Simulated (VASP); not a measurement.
A convergence study with VASP on CaF2 (fluorite): one setting is varied, all else stays as given below, so the limit is that of these other settings.

```yaml
crystal:
  lattice:
    - [0.00000, 2.73000, 2.73000]
    - [2.73000, 0.00000, 2.73000]
    - [2.73000, 2.73000, 0.00000]
  atoms:
    - { symbol: Ca, position: [0.00000, 0.00000, 0.00000] }
    - { symbol: F, position: [0.25000, 0.25000, 0.25000] }
    - { symbol: F, position: [0.75000, 0.75000, 0.75000] }
```

Level of theory: LDA (Ceperley-Alder, Perdew-Zunger), VASP's LDA PAW potentials (set 64) (plane waves; VASP 6.6.1). The tightest run used: 700 eV cut-off, 16×16×16 Γ-centred mesh, Gaussian smearing of 0.050 eV, potentials Ca_sv F.

```
setting     E (eV/atom)  pressure (GPa)  irreducible k-points
----------  -----------  --------------  --------------------
1×1×1 mesh      -6.2829          -14.69                     1
2×2×2 mesh      -6.3086           -5.72                     3
3×3×3 mesh      -6.3223           -6.16                     4
```

Problem. These are the cheaper rows. Estimate the results at 16×16×16 mesh, and how far the last row shown lies from them.

Solution. 
```tsv
quantity	tightest run	last row shown is off by
E (eV/atom)	-6.3229	0.0006
pressure (GPa)	-6.17	0.01
```

Left out are rungs that failed or repeat a setting and relaxations that didn't move; long series are thinned to 24 rows.

The compound is CaF2 in the fluorite structure. The cell was not relaxed at this level.
